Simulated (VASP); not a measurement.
Output of a VASP run:

### OSZICAR
```
...
DAV:  18    -0.220181950178E+03   -0.49456E-01   -0.82552E-03  1359   0.917E-01    0.475E-01
DAV:  19    -0.220104963664E+03    0.76987E-01   -0.12091E-02  1282   0.961E-01    0.477E-01
DAV:  20    -0.220111092444E+03   -0.61288E-02   -0.49139E-04  1492   0.202E-01    0.463E-01
DAV:  21    -0.220100106886E+03    0.10986E-01   -0.15387E-01  1240   0.332E+00    0.600E-01
DAV:  22    -0.220369321450E+03   -0.26921E+00   -0.13934E-01  1297   0.270E+00    0.122E+00
DAV:  23    -0.220411203187E+03   -0.41882E-01   -0.78806E-02  1247   0.261E+00    0.901E-01
DAV:  24    -0.220416379960E+03   -0.51768E-02   -0.68190E-03  1454   0.709E-01    0.884E-01
DAV:  25    -0.220416023987E+03    0.35597E-03   -0.97960E-04  1432   0.255E-01    0.863E-01
DAV:  26    -0.220412689105E+03    0.33349E-02   -0.14267E-02  1569   0.640E-01    0.713E-01
DAV:  27    -0.220414036008E+03   -0.13469E-02   -0.21664E-03  1649   0.262E-01    0.855E-01
DAV:  28    -0.220414090672E+03   -0.54665E-04   -0.10954E-02  1506   0.886E-01    0.533E-01
DAV:  29    -0.220414918777E+03   -0.82810E-03   -0.19150E-02  1254   0.130E+00    0.221E-01
DAV:  30    -0.220414223756E+03    0.69502E-03   -0.64249E-04  1608   0.165E-01    0.144E-01
DAV:  31    -0.220414854974E+03   -0.63122E-03   -0.38984E-03  1303   0.477E-01    0.213E-01
DAV:  32    -0.220415631309E+03   -0.77633E-03   -0.76185E-04  1430   0.232E-01    0.304E-01
DAV:  33    -0.220413934655E+03    0.16967E-02   -0.74130E-03  1282   0.720E-01    0.525E-01
DAV:  34    -0.220415747164E+03   -0.18125E-02   -0.49727E-03  1384   0.493E-01    0.369E-01
DAV:  35    -0.220416975673E+03   -0.12285E-02   -0.50072E-04  1331   0.171E-01    0.337E-01
DAV:  36    -0.220417768316E+03   -0.79264E-03   -0.37180E-04  1352   0.157E-01    0.225E-01
DAV:  37    -0.220417649180E+03    0.11914E-03   -0.73635E-04  1254   0.258E-01    0.183E-01
DAV:  38    -0.220418114920E+03   -0.46574E-03   -0.30686E-04  1254   0.168E-01    0.132E-01
DAV:  39    -0.220418166539E+03   -0.51619E-04   -0.11009E-04  1506   0.694E-02    0.115E-01
DAV:  40    -0.220418154809E+03    0.11730E-04   -0.64494E-05  1366   0.701E-02    0.826E-02
DAV:  41    -0.220418189404E+03   -0.34595E-04   -0.55256E-05  1317   0.670E-02    0.448E-02
DAV:  42    -0.220418190385E+03   -0.98102E-06   -0.10958E-05  1466   0.254E-02    0.416E-02
DAV:  43    -0.220418195103E+03   -0.47181E-05   -0.52135E-06  1373   0.191E-02    0.339E-02
DAV:  44    -0.220418197788E+03   -0.26853E-05   -0.17510E-05  1275   0.365E-02    0.301E-02
DAV:  45    -0.220418197938E+03   -0.14941E-06   -0.22540E-06  1383   0.127E-02    0.232E-02
DAV:  46    -0.220418198774E+03   -0.83632E-06   -0.14328E-06  1157   0.105E-02    0.218E-02
DAV:  47    -0.220418198472E+03    0.30245E-06   -0.29306E-06  1310   0.153E-02    0.204E-02
DAV:  48    -0.220418197108E+03    0.13641E-05   -0.59205E-07  1178   0.753E-03    0.202E-02
DAV:  49    -0.220418194364E+03    0.27436E-05   -0.13921E-06  1129   0.981E-03    0.166E-02
DAV:  50    -0.220418195266E+03   -0.90223E-06   -0.15283E-07   746   0.323E-03    0.158E-02
DAV:  51    -0.220418193513E+03    0.17528E-05   -0.99469E-07  1136   0.782E-03    0.150E-02
DAV:  52    -0.220418193644E+03   -0.13028E-06   -0.19297E-07   722   0.345E-03    0.145E-02
DAV:  53    -0.220418193660E+03   -0.16156E-07   -0.28762E-07  1110   0.386E-03
   1 F= -.22041819E+03 E0= -.22041819E+03  d E =0.000000E+00
       N       E                     dE             ncg
       N       E                     dE             ncg
       N       E                     dE             ncg
```

**OUTCAR**
```
------------------------ aborting loop because EDIFF is reached ----------------------------------------
  FORCE on cell =-STRESS in cart. coord.  units (eV):
  Direction    XX          YY          ZZ          XY          YZ          ZX
  --------------------------------------------------------------------------------------
  Total        0.0508431      0.0508431      0.0430496      0.0000000      0.0000000     -0.0000000
  in kB        0.5216812      0.5216811      0.4417146      0.0000000      0.0000000     -0.0000000
  external PRESSURE =       0.4950256 kB  Pullay stress =       0.0000000 kB
  volume of cell :      156.15
      direct lattice vectors                 reciprocal lattice vectors
     1.757593985 -3.044241661  0.000000000     0.284479808 -0.164244517  0.000000000
     1.757593985  3.044241661  0.000000000     0.284479808  0.164244517  0.000000000
     0.000000000  0.000000000 14.591832278     0.000000000  0.000000000  0.068531489
 POSITION                                       TOTAL-FORCE (eV/Angst)
 -----------------------------------------------------------------------------------
      1.75759      1.01475     12.73902         0.000000     -0.000000     -0.009242
      1.75759     -1.01475      5.44311         0.000000     -0.000000     -0.009242
      1.75759     -1.01475      1.85281         0.000000     -0.000000      0.009242
      1.75759      1.01475      9.14873         0.000000      0.000000      0.009242
      1.75759      1.01475      3.64796        -0.000000      0.000000      0.000000
      1.75759     -1.01475     10.94387         0.000000     -0.000000      0.000000
 -----------------------------------------------------------------------------------
    total drift:                               -0.000254      0.001639     -0.000026
  FREE ENERGIE OF THE ION-ELECTRON SYSTEM (eV)
  ---------------------------------------------------
  free  energy   TOTEN  =      -220.4181936598 eV

  energy  without entropy=     -220.4181936598  energy(sigma->0) =     -220.41819366

 total charge

# of ion       s       p       d       tot
------------------------------------------
    1        1.375   1.972   0.064   3.411
    2        1.375   1.972   0.064   3.411
    3        1.375   1.972   0.064   3.411
    4        1.375   1.972   0.064   3.411
    5        2.255   6.151   3.976  12.383
    6        2.255   6.151   3.976  12.383
--------------------------------------------------
tot         10.012  20.189   8.207  38.409

 Electric field gradients after diagonalization (V/A^2)
 (convention: |V_zz| > |V_xx| > |V_yy|)
----------------------------------------------------------------------
 ion       V_xx      V_yy      V_zz     asymmetry (V_yy - V_xx)/ V_zz
----------------------------------------------------------------------
   1     106.098   106.097  -212.195       0.000
   2     106.098   106.097  -212.195       0.000
   3     106.098   106.097  -212.195       0.000
   4     106.098   106.097  -212.195       0.000
   5      34.202    34.197   -68.399       0.000
   6      34.202    34.197   -68.399       0.000
```
(Selected blocks of OUTCAR.)

File POSCAR:
```
MoTe2
1
    1.7575939846    -3.0442416613     0.0000000000
    1.7575939846     3.0442416613     0.0000000000
    0.0000000000     0.0000000000    14.5918322776
Te Mo
4 2
Direct
  0.3333330000   0.6666670000   0.8730241155
  0.6666670000   0.3333330000   0.3730241155
  0.6666670000   0.3333330000   0.1269758845
  0.3333330000   0.6666670000   0.6269758845
  0.3333330000   0.6666670000   0.2500000000
  0.6666670000   0.3333330000   0.7500000000
```

Q: Reconstruct the remaining input files.

A: One answer among several that fit: the input of the run itself, SCAN meta-GGA, plane waves, VASP's PBE PAW potentials (set 64).

### INCAR
```
SYSTEM = MoTe2
PREC = Accurate; ENCUT = 520; LREAL = F
LASPH = T
EDIFF = 1E-7; NELM = 100; ALGO = Normal
LMAXMIX = 4; LMIXTAU = T
ISMEAR = -5
METAGGA = SCAN
ISIF = 2
LWAVE = F; LCHARG = F; LORBIT = 11
NEDOS = 601
LEFG = T
```

**KPOINTS_OPT**
```
k-points along high-symmetry lines
6
Line-mode
Reciprocal
  0.000000   0.000000   0.000000 ! GAMMA
  0.000000   0.500000   0.000000 ! M

  0.000000   0.500000   0.000000 ! M
 -0.333333   0.666667   0.000000 ! K

 -0.333333   0.666667   0.000000 ! K
  0.000000   0.000000   0.000000 ! GAMMA

  0.000000   0.000000   0.000000 ! GAMMA
  0.000000   0.000000   0.500000 ! A

  0.000000   0.000000   0.500000 ! A
  0.000000   0.500000   0.500000 ! L

  0.000000   0.500000   0.500000 ! L
 -0.333333   0.666667   0.500000 ! H

 -0.333333   0.666667   0.500000 ! H
  0.000000   0.000000   0.500000 ! A

  0.000000   0.500000   0.500000 ! L
  0.000000   0.500000   0.000000 ! M

 -0.333333   0.666667   0.500000 ! H
 -0.333333   0.666667   0.000000 ! K
```

File KPOINTS:
```
Automatic mesh
0
Gamma
8 8 2
0 0 0
```

POTCAR, in this order: Te Mo_sv (PBE.64 set). Program: vasp_std.

The compound is MoTe2 in the 2H layered structure. It was relaxed first.
